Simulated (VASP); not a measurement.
# O on Ag(100): which site?, part 5 of 7

Where does O sit on Ag(100), and how strongly does it bind?

VASP 6.6.1, plane waves and PAW; the level of theory is named at each step.

So far. Step 6 (Relaxing the atoms): Energy at zero smearing: -9.60851 eV. Step 7 (Relaxing the adsorbate, site ontop): The run ended after 24 ionic steps, 0.045 eV below its first step, once the forces on the free atoms met EDIFFG = -0.03.

## Step 8: Potential and states with the adsorbate, site ontop

Level of this step: RPBE; plane waves and PAW (Ag, O) (VASP).

A static run like the clean slab's shows how the vacuum level shifts, by charge transfer, by any dipole of the adsorbate and by the slab's own rearrangement.

Input file INCAR:

```
SYSTEM = Ag16O
PREC = Normal
ENCUT = 440
EDIFF = 1E-06
NELM = 120
ISMEAR = 1
SIGMA = 0.15
LREAL = Auto
ALGO = Fast
GGA = RP
NBANDS = 112
LASPH = .TRUE.
LORBIT = 11
LWAVE = .FALSE.
LCHARG = .FALSE.
KPAR = 2
NCORE = 2
IDIPOL = 3
LDIPOL = .TRUE.
DIPOL = 0.5 0.5 0.513
LVHAR = .TRUE.
LVACPOTAV = .TRUE.
NEDOS = 1500
```

Input file POSCAR:

```
Ag16O
1.0
    5.9540166507      0.0000000000      0.0000000000
    0.0000000000      5.9540166507      0.0000000000
    0.0000000000      0.0000000000     21.3151883235
Ag O
16 1
Selective dynamics
Direct
    0.2500000000      0.2500000000      0.3518617800  F F F
    0.7500000000      0.2500000000      0.3518617800  F F F
    0.2500000000      0.7500000000      0.3518617800  F F F
    0.7500000000      0.7500000000      0.3518617800  F F F
    0.0000000000      0.0000000000      0.4506205900  F F F
    0.5000000000      0.0000000000      0.4506205900  F F F
    0.0000000000      0.5000000000      0.4506205900  F F F
    0.5000000000      0.5000000000      0.4506205900  F F F
    0.2506118381      0.2506118381      0.5483876805  T T T
    0.7493881619      0.2506118381      0.5483876805  T T T
    0.2506118381      0.7493881619      0.5483876805  T T T
    0.7493881619      0.7493881619      0.5483876805  T T T
    0.0000000000      0.0000000000      0.6408284502  T T T
    0.5000000000      0.0000000000      0.6489466221  T T T
    0.0000000000      0.5000000000      0.6489466221  T T T
    0.5000000000      0.5000000000      0.6440366546  T T T
    0.0000000000      0.0000000000      0.7323741740  T T T
```

Input file KPOINTS:

```
Automatic mesh
0
Gamma
4 4 1
0 0 0
```

The projector-augmented-wave data sets are Ag and O (PBE family, release 64).

Launch:

```bash
> mpirun -np 4 vasp_std
```

Log:

```text
[... set-up lines as in an earlier step ...]
 entering main loop
       N       E                     dE             d eps       ncg     rms          rms(c)
DAV:   1     0.106910328585E+04    0.10691E+04   -0.76393E+04  1352   0.123E+03
DAV:   2     0.132568958312E+02   -0.10558E+04   -0.99664E+03  1480   0.283E+02
DAV:   3    -0.421069137514E+02   -0.55364E+02   -0.53997E+02  1504   0.587E+01
DAV:   4    -0.432752126757E+02   -0.11683E+01   -0.11659E+01  1456   0.890E+00
DAV:   5    -0.432959697089E+02   -0.20757E-01   -0.20754E-01  1552   0.118E+00    0.197E+01
RMM:   6    -0.514130747434E+02   -0.81171E+01   -0.13990E+01  1437   0.115E+01    0.315E+01
RMM:   7    -0.397635622707E+02    0.11650E+02   -0.14642E+01  1496   0.778E+00    0.130E+01
RMM:   8    -0.368827828411E+02    0.28808E+01   -0.19241E+00  1480   0.347E+00    0.758E+00
RMM:   9    -0.363479434801E+02    0.53484E+00   -0.13182E+00  1509   0.252E+00    0.525E+00
RMM:  10    -0.363389544118E+02    0.89891E-02   -0.28909E-01  1488   0.134E+00    0.752E+00
RMM:  11    -0.363887869484E+02   -0.49833E-01   -0.10752E+00  1572   0.158E+00    0.584E+00
RMM:  12    -0.360104732968E+02    0.37831E+00   -0.17017E-01  1480   0.694E-01    0.206E+00
RMM:  13    -0.360162044423E+02   -0.57311E-02   -0.47029E-03  1460   0.179E-01    0.221E+00
RMM:  14    -0.359737613542E+02    0.42443E-01   -0.26522E-02  1618   0.240E-01    0.162E-01
RMM:  15    -0.359761085725E+02   -0.23472E-02   -0.16155E-03  1541   0.110E-01    0.273E-01
RMM:  16    -0.359764654580E+02   -0.35689E-03   -0.21192E-03  1599   0.863E-02    0.367E-01
RMM:  17    -0.359753809393E+02    0.10845E-02   -0.32201E-04  1531   0.400E-02    0.136E-01
RMM:  18    -0.359752780632E+02    0.10288E-03   -0.37232E-04  1597   0.333E-02    0.560E-02
RMM:  19    -0.359755356063E+02   -0.25754E-03   -0.29180E-04  1613   0.287E-02    0.121E-01
RMM:  20    -0.359757424405E+02   -0.20683E-03   -0.21075E-04  1624   0.234E-02    0.102E-01
RMM:  21    -0.359758262833E+02   -0.83843E-04   -0.89055E-05  1590   0.145E-02    0.174E-02
RMM:  22    -0.359758790948E+02   -0.52811E-04   -0.11492E-05  1269   0.643E-03    0.205E-02
RMM:  23    -0.359759085663E+02   -0.29472E-04   -0.57818E-06  1108   0.457E-03    0.253E-03
RMM:  24    -0.359759116456E+02   -0.30793E-05   -0.10479E-06  1002   0.240E-03    0.236E-03
RMM:  25    -0.359759123798E+02   -0.73418E-06   -0.26158E-07   785   0.116E-03
 [... a notice as in an earlier step ...]

   1 F= -.35975912E+02 E0= -.35966865E+02  d E =-.271417E-01
```

The job ended after 1.7 min (4 MPI ranks of AMD EPYC 7R43, shared host; peak memory 1.1 GiB; 6.9 min of CPU time).

OUTCAR, selected parts (step 8):

```text
   NELECT =     182.0000    total number of electrons

 dipolmoment           0.000000      0.000000      0.439496 electrons x Angstroem

 E-fermi :  -0.0359

 k-point     1 :       0.0000    0.0000    0.0000
  band No.  band energies     occupation
    ...
     87      -0.5630      2.00001
     88      -0.4435      2.00083
     89      -0.4301      2.00128
     90      -0.4301      2.00128
     91      -0.3789      2.00570
     92       0.2056     -0.04522
     93       0.2307     -0.03061
     94       0.4815     -0.00001
     95       0.8025     -0.00000
     96       0.8025     -0.00000
    ...

  Total       -2.6677039     -2.6677039     -1.5084809      0.0000000      0.0000000     -0.0000000
  in kB       -5.6563847     -5.6563847     -3.1984616      0.0000000      0.0000000     -0.0000000
  external PRESSURE =      -4.8370770 kB  Pullay stress =       0.0000000 kB

 POSITION                                       TOTAL-FORCE (eV/Angst)
 -----------------------------------------------------------------------------------
      1.48850      1.48850      7.50000         0.030542      0.030542      0.119719
      4.46551      1.48850      7.50000        -0.030542      0.030542      0.119719
      1.48850      4.46551      7.50000         0.030542     -0.030542      0.119719
      4.46551      4.46551      7.50000        -0.030542     -0.030542      0.119719
      0.00000      0.00000      9.60506        -0.000000     -0.000000     -0.047861
      2.97701      0.00000      9.60506         0.000000     -0.000000     -0.133069
      0.00000      2.97701      9.60506         0.000000     -0.000000     -0.133069
      2.97701      2.97701      9.60506         0.000000     -0.000000     -0.162034
      1.49215      1.49215     11.68899         0.005755      0.005755     -0.010076
      4.46187      1.49215     11.68899        -0.005755      0.005755     -0.010076
      1.49215      4.46187     11.68899         0.005755     -0.005755     -0.010076
      4.46187      4.46187     11.68899        -0.005755     -0.005755     -0.010076
      0.00000      0.00000     13.65938         0.000000     -0.000000     -0.003286
      2.97701      0.00000     13.83242         0.000000     -0.000000      0.006382
      0.00000      2.97701     13.83242         0.000000     -0.000000      0.006382
      2.97701      2.97701     13.72776         0.000000     -0.000000      0.032214
      0.00000      0.00000     15.61069         0.000000     -0.000000     -0.004233
 -----------------------------------------------------------------------------------
    total drift:                                0.000000      0.000000     -0.111655

  FREE ENERGIE OF THE ION-ELECTRON SYSTEM (eV)
  ---------------------------------------------------
  free  energy   TOTEN  =       -35.9759123798 eV

  energy  without entropy=      -35.9487706718  energy(sigma->0) =      -35.96686514

 vacuum level on the upper side and lower side of the slab         6.192         3.948

[... 8 parts as in an earlier step ...]

[... 9 further parts left out ...]
```

Numbers from this step:

| Item | Value |
| --- | --- |
| electronic cycles | 25 |
| Fermi energy | -0.0359 eV |
| dipole moment | 0, 0, 0.4395 e·Å |
| vacuum levels | 6.192, 3.948 eV |
| work functions of the upper and lower face | 6.228, 3.984 eV |

The planar average of the electrostatic potential oscillates, so the rows of the table below give means over windows of 1 Å about each position, cut where the curve ends. Its maxima inside the range that stand out by 2 % of the span (Å: eV): 8.6: 0.0609, 10.7: -0.0605, 12.8: -0.268. Its minima: 7.5: -14.0, 9.6: -14.0, 11.7: -14.0, 13.8: -13.8.

Zero at the Fermi level. Planar average of the electrostatic potential against height; means over each step:

```csv
height (Å),planar average of the electrostatic potential (eV)
0,4.88
1,3.99
2,3.99
3,3.99
4,3.98
5,3.90
6,2.99
7,-7.45
8,-7.70
9,-6.33
10,-9.15
11,-5.25
12,-10.1
13,-4.46
14,-10.6
15,2.01
16,4.62
17,6.16
18,6.23
19,6.23
20,6.23
21,6.22
```

Density of states in the PAW spheres, an atom over height of the layer and energy from the Fermi level.

Values in states/eV, 22 rows by 6 columns, each cell a mean:
```
0.13 0.10 0.09 0.15 0.10 0.35
0.20 0.26 0.23 0.28 0.19 1.08
0.17 0.18 0.19 0.55 0.14 2.56
0.11 0.10 0.15 0.33 0.11 2.38
0.12 0.10 0.11 0.22 0.12 0.56
0.21 0.23 0.23 0.26 0.25 0.36
0.13 0.13 0.14 0.14 0.16 0.15
0.21 0.26 0.26 0.21 0.27 0.07
0.89 1.18 1.35 1.09 1.42 0.06
3.77 3.98 3.98 3.33 5.14 0.18
4.63 3.13 2.87 3.35 5.43 0.24
4.94 2.63 2.75 3.70 4.61 0.32
3.44 3.61 3.70 3.57 2.71 0.36
2.76 2.71 2.56 3.56 1.88 0.28
2.53 3.07 3.04 3.24 1.84 0.20
0.90 3.11 3.10 1.18 0.64 0.09
0.08 0.33 0.35 0.13 0.06 0.01
0.03 0.10 0.09 0.03 0.03 0.00
0.01 0.03 0.03 0.01 0.01 0.00
0.00 0.00 0.00 0.00 0.00 0.00
0.00 0.00 0.00 0.00 0.00 0.00
0.00 0.00 0.00 0.00 0.00 0.00
```
Columns: height of the layer (Å) from 7.5 to 15.6 (not evenly spaced); rows upwards: energy from the Fermi level (eV) from -7.9 to 0.5.

Force by atom:

```
atom  x (eV/Å)  y (eV/Å)  z (eV/Å)   size
 Ag1     0.031     0.031     0.120  0.127
 Ag2    -0.031     0.031     0.120  0.127
 Ag3     0.031    -0.031     0.120  0.127
 Ag4    -0.031    -0.031     0.120  0.127
 Ag5     0.000     0.000    -0.048  0.048
 Ag6     0.000     0.000    -0.133  0.133
 Ag7     0.000     0.000    -0.133  0.133
 Ag8     0.000     0.000    -0.162  0.162
 Ag9     0.006     0.006    -0.010  0.013
Ag10    -0.006     0.006    -0.010  0.013
Ag11     0.006    -0.006    -0.010  0.013
Ag12    -0.006    -0.006    -0.010  0.013
Ag13     0.000     0.000    -0.003  0.003
Ag14     0.000     0.000     0.006  0.006
Ag15     0.000     0.000     0.006  0.006
Ag16     0.000     0.000     0.032  0.032
 O17     0.000     0.000    -0.004  0.004
```

The map of layer states is cut here 0.5 eV above the Fermi level, so it leaves out the states above that.

At the end the adsorbate's closest contact with the slab is O-Ag at 1.95 Å, nearly straight above the slab's atom, and its lowest atom lies 1.78 Å above the highest atom of the slab.

The vacuum level lies 6.23 eV above the Fermi level at the upper face; the two faces differ by 2.24 eV, the step that the slab's dipole of 0.439 e·Å makes.

VASP counts the dipole in electrons times Å, so a positive number points the physical dipole along −c.

The program found no field-free point at its default tolerance, but its printed level agrees with the flat part of the planar average.

On this mesh the fine structure of the density of states is sampling noise, and high empty states may be cut by the number of bands.

## Step 9: Relaxing the adsorbate, site hollow

Input file INCAR:

```
SYSTEM = Ag16O
PREC = Normal
ENCUT = 440
EDIFF = 1E-05
NELM = 120
ISMEAR = 1
SIGMA = 0.15
LREAL = Auto
ALGO = Fast
GGA = RP
NBANDS = 112
LASPH = .TRUE.
LORBIT = 11
LWAVE = .FALSE.
LCHARG = .FALSE.
KPAR = 2
NCORE = 2
IBRION = 2
NSW = 50
ISIF = 2
EDIFFG = -0.03
POTIM = 0.4
MAXMIX = 40
IDIPOL = 3
LDIPOL = .TRUE.
DIPOL = 0.5 0.5 0.511
```

Input file POSCAR:

```
Ag16O
1.0
    5.9540166507      0.0000000000      0.0000000000
    0.0000000000      5.9540166507      0.0000000000
    0.0000000000      0.0000000000     21.3151883235
Ag O
16 1
Selective dynamics
Direct
    0.2500000000      0.2500000000      0.3518617800  F F F
    0.7500000000      0.2500000000      0.3518617800  F F F
    0.2500000000      0.7500000000      0.3518617800  F F F
    0.7500000000      0.7500000000      0.3518617800  F F F
    0.0000000000      0.0000000000      0.4506205900  F F F
    0.5000000000      0.0000000000      0.4506205900  F F F
    0.0000000000      0.5000000000      0.4506205900  F F F
    0.5000000000      0.5000000000      0.4506205900  F F F
    0.2500000000      0.2500000000      0.5489664900  T T T
    0.7500000000      0.2500000000      0.5489664900  T T T
    0.2500000000      0.7500000000      0.5489664900  T T T
    0.7500000000      0.7500000000      0.5489664900  T T T
    0.0000000000      0.0000000000      0.6442746800  T T T
    0.5000000000      0.0000000000      0.6442746800  T T T
    0.0000000000      0.5000000000      0.6442746800  T T T
    0.5000000000      0.5000000000      0.6442746800  T T T
    0.2500000000      0.2500000000      0.6982268200  T T T
```

KPOINTS is that of step 8.

Launch:

```bash
> mpirun -np 4 vasp_std
```

Log:

```text
[... set-up lines as in an earlier step ...]
 entering main loop
       N       E                     dE             d eps       ncg     rms          rms(c)
DAV:   1     0.107403359971E+04    0.10740E+04   -0.76434E+04  1360   0.123E+03
DAV:   2     0.143325999406E+02   -0.10597E+04   -0.10019E+04  1480   0.284E+02
DAV:   3    -0.420413048835E+02   -0.56374E+02   -0.54699E+02  1512   0.589E+01
DAV:   4    -0.434577297772E+02   -0.14164E+01   -0.14118E+01  1472   0.950E+00
[...]
RMM:  22    -0.375272294001E+02   -0.37312E-04   -0.41633E-06   651   0.387E-03    0.247E-03
RMM:  23    -0.375272528186E+02   -0.23418E-04   -0.19471E-06   406   0.261E-03    0.628E-04
RMM:  24    -0.375272585599E+02   -0.57413E-05   -0.54351E-07   327   0.206E-03
   1 F= -.37527259E+02 E0= -.37522723E+02  d E =-.375273E+02
[... from here on, the cycles between the ionic steps are left out ...]
   2 F= -.37604066E+02 E0= -.37599427E+02  d E =-.768078E-01
   3 F= -.37706676E+02 E0= -.37701634E+02  d E =-.179417E+00
   4 F= -.37715646E+02 E0= -.37710486E+02  d E =-.188387E+00
   5 F= -.37745435E+02 E0= -.37740502E+02  d E =-.297891E-01
   6 F= -.37761878E+02 E0= -.37757192E+02  d E =-.462318E-01
   7 F= -.37763913E+02 E0= -.37759316E+02  d E =-.482673E-01
   8 F= -.37769893E+02 E0= -.37765199E+02  d E =-.597984E-02
   9 F= -.37775299E+02 E0= -.37770392E+02  d E =-.113864E-01
  10 F= -.37775379E+02 E0= -.37770430E+02  d E =-.114659E-01
  11 F= -.37775382E+02 E0= -.37770452E+02  d E =-.114688E-01
  12 F= -.37777532E+02 E0= -.37772681E+02  d E =-.215003E-02
  13 F= -.37778089E+02 E0= -.37773239E+02  d E =-.270672E-02
  14 F= -.37778375E+02 E0= -.37773563E+02  d E =-.299340E-02
  15 F= -.37778380E+02 E0= -.37773550E+02  d E =-.299844E-02
  16 F= -.37778418E+02 E0= -.37773597E+02  d E =-.303597E-02
  17 F= -.37779788E+02 E0= -.37774990E+02  d E =-.136975E-02
  18 F= -.37779757E+02 E0= -.37774957E+02  d E =-.133908E-02
  19 F= -.37779785E+02 E0= -.37774987E+02  d E =-.136681E-02
  20 F= -.37780310E+02 E0= -.37775574E+02  d E =-.525498E-03
 trial-energy change:   -0.000525  1 .order   -0.000362   -0.000486   -0.000238
 step:   4.1929(harm=  7.0113)  dis= 0.00109  next Energy=   -37.780331 (dE=-0.547E-03)
 reached required accuracy - stopping structural energy minimisation
```

The job ended after 9.3 min (4 MPI ranks; peak memory 1.2 GiB; 37 min of CPU time).

Parts of OUTCAR (step 9):

```text
  Total       -1.9465002     -1.9465002     -2.1589661      0.0000000      0.0000000      0.0000000
  in kB       -4.1272023     -4.1272023     -4.5776979      0.0000000      0.0000000      0.0000000
  external PRESSURE =      -4.2773675 kB  Pullay stress =       0.0000000 kB

 POSITION                                       TOTAL-FORCE (eV/Angst)
 -----------------------------------------------------------------------------------
      1.48850      1.48850      7.50000         0.000000      0.000000      0.135921
      4.46551      1.48850      7.50000         0.000000      0.000000      0.103276
      1.48850      4.46551      7.50000         0.000000      0.000000      0.103276
      4.46551      4.46551      7.50000         0.000000      0.000000      0.193723
      0.00000      0.00000      9.60506        -0.057396     -0.057396     -0.110735
      2.97701      0.00000      9.60506         0.057396     -0.057396     -0.110735
      0.00000      2.97701      9.60506        -0.057396      0.057396     -0.110735
      2.97701      2.97701      9.60506         0.057396      0.057396     -0.110735
      1.48850      1.48850     11.63970         0.000000      0.000000     -0.021844
      4.46551      1.48850     11.68267         0.000000      0.000000     -0.005764
      1.48850      4.46551     11.68267         0.000000      0.000000     -0.005764
      4.46551      4.46551     11.76733         0.000000      0.000000     -0.001461
      5.91503      5.91503     13.81044         0.000419      0.000419     -0.012587
      3.01600      5.91503     13.81044        -0.000419      0.000419     -0.012587
[...]
-----------------------------------------------------------------------------------
    total drift:                                0.000000     -0.000000     -0.045645

  FREE ENERGIE OF THE ION-ELECTRON SYSTEM (eV)
  ---------------------------------------------------
  free  energy   TOTEN  =       -37.7803100813 eV

  energy  without entropy=      -37.7661018637  energy(sigma->0) =      -37.77557401

[... 3 parts as in an earlier step ...]

[... 1 further part left out ...]
[key lines of the parts left out:]
E-fermi :   0.4736
```

Relaxation path:

```csv
step,energy less that of the first step (eV),largest force (eV/Å)
1,0.0000,1.1108
2,-0.0768,0.8947
3,-0.1794,0.3418
4,-0.1884,0.3345
5,-0.2182,0.1920
6,-0.2346,0.2084
7,-0.2367,0.2342
8,-0.2426,0.1520
9,-0.2480,0.0728
10,-0.2481,0.0769
11,-0.2481,0.0729
12,-0.2503,0.0831
13,-0.2508,0.0920
14,-0.2511,0.0935
15,-0.2511,0.1028
16,-0.2512,0.0900
17,-0.2525,0.0541
18,-0.2525,0.0427
19,-0.2525,0.0353
20,-0.2531,0.0218
```

The atoms that moved most (Å):

| atom | dx | dy | dz | length |
| --- | --- | --- | --- | --- |
| O17 | 0.000 | 0.000 | -0.367 | 0.367 |
| Ag13 | -0.039 | -0.039 | 0.078 | 0.095 |
| Ag15 | -0.039 | 0.039 | 0.078 | 0.095 |
| Ag14 | 0.039 | -0.039 | 0.078 | 0.095 |
| Ag16 | 0.039 | 0.039 | 0.078 | 0.095 |
| Ag12 | 0.000 | 0.000 | 0.066 | 0.066 |
| Ag9 | 0.000 | 0.000 | -0.062 | 0.062 |
| Ag10 | 0.000 | 0.000 | -0.019 | 0.019 |

Final coordinates:

```xyz
17
Lattice="5.9540 0.0000 0.0000 0.0000 5.9540 0.0000 0.0000 0.0000 21.3152" Properties=species:S:1:pos:R:3
Ag    1.4885    1.4885    7.5000
Ag    4.4655    1.4885    7.5000
Ag    1.4885    4.4655    7.5000
Ag    4.4655    4.4655    7.5000
Ag    0.0000    0.0000    9.6051
Ag    2.9770    0.0000    9.6051
Ag    0.0000    2.9770    9.6051
Ag    2.9770    2.9770    9.6051
Ag    1.4885    1.4885   11.6397
Ag    4.4655    1.4885   11.6827
Ag    1.4885    4.4655   11.6827
Ag    4.4655    4.4655   11.7673
Ag   -0.0390   -0.0390   13.8104
Ag    3.0160   -0.0390   13.8104
Ag   -0.0390    3.0160   13.8104
Ag    3.0160    3.0160   13.8104
O     1.4885    1.4885   14.5160
```

The run ended after 20 ionic steps, 0.253 eV below its first step, once the forces on the free atoms met EDIFFG = -0.03.

(Continued in part 6 of 7.)

[Lines on the potential files, build, host, timing and source positions are cut from VASP's logs without a mark.]

[Logs are printed without paths, hosts, clocks, repeated set-up lines and the standing remarks that a program may print on its own settings, such as how far it seeks lower states.]

[Hosts, paths, dates, database ids (printed as entryN), source tags and the programs' standing remarks are cut or masked in the printed files.]

[Runs that stopped without an error message from VASP are left out.]
